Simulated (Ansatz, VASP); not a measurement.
**Two plane-wave programs on RbAsPd3**

```
Rb As Pd
1.0
     4.64948    0.00000    0.00000
     0.00000    4.64948    0.00000
     0.00000    0.00000    4.64948
Rb As Pd
1 1 3
Direct
  0.00000 0.00000 0.00000
  0.50000 0.50000 0.50000
  0.00000 0.50000 0.50000
  0.50000 0.00000 0.50000
  0.50000 0.50000 0.00000
```

Change from the starting cell: species swapped into the TbBPd3 type (Pm-3m, No. 221).

Alike in both runs: task relaxation of cell and atoms; functional PBE; k mesh 4 × 4 × 4; occupations gaussian, width 0.1 eV; no spin polarisation.

|  | VASP | Ansatz |
| --- | --- | --- |
| version | VASP 6.6.1 | Ansatz 0.2.0 |
| potentials or method | VASP PAW PBE potentials, release 64 (Rb_sv, As, Pd) | scalar-relativistic, plane waves, PAW |
| plane-wave cutoff (eV) | 600 | 420 |
| valence electrons in the cell | 44 | 78 |

|  | VASP | Ansatz | Ansatz less VASP |
| --- | --- | --- | --- |
| gap on the k mesh at the Fermi level, each at its own relaxed structure (eV) | none | none | - |
| relaxed volume (Å³/atom) | 23.09 | 23.00 | -0.084 |
| relaxed cell length with the largest relative difference (Å) | 4.869 | 4.863 | -0.0059 |
| energy change over the relaxation (meV/atom) | -104 | -102 | +2.3 |

A gap of «none» marks a metal or a gap that the smearing closes. The two sets of potentials don't hold the same shells in valence.
